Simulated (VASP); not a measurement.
Data:

```yaml
crystal:
  lattice:
    - [0.00000, 3.06319, 3.06319]
    - [3.06319, 0.00000, 3.06319]
    - [3.06319, 3.06319, 0.00000]
  atoms:
    - { symbol: Ba, position: [0.00000, 0.00000, 0.00000] }
    - { symbol: F, position: [0.25000, 0.25000, 0.25000] }
    - { symbol: F, position: [0.75000, 0.75000, 0.75000] }
```

All values below come from PBE GGA with D3 dispersion (zero damping), VASP's PBE PAW potentials (set 64) (plane waves; VASP). Run with 520 eV cut-off, 6×6×6 Γ-centred mesh, Gaussian smearing of 0.050 eV, potentials Ba_sv F.

Give the stress tensor in GPa (positive for a compressed cell).

```
3.86  0.00  0.00
0.00  3.86  0.00
0.00  0.00  3.86
```
The pressure is its mean diagonal, 3.86 GPa.

The compound is BaF2 in the fluorite structure. This cell is one point of a volume scan, at 0.94 of the reference volume.
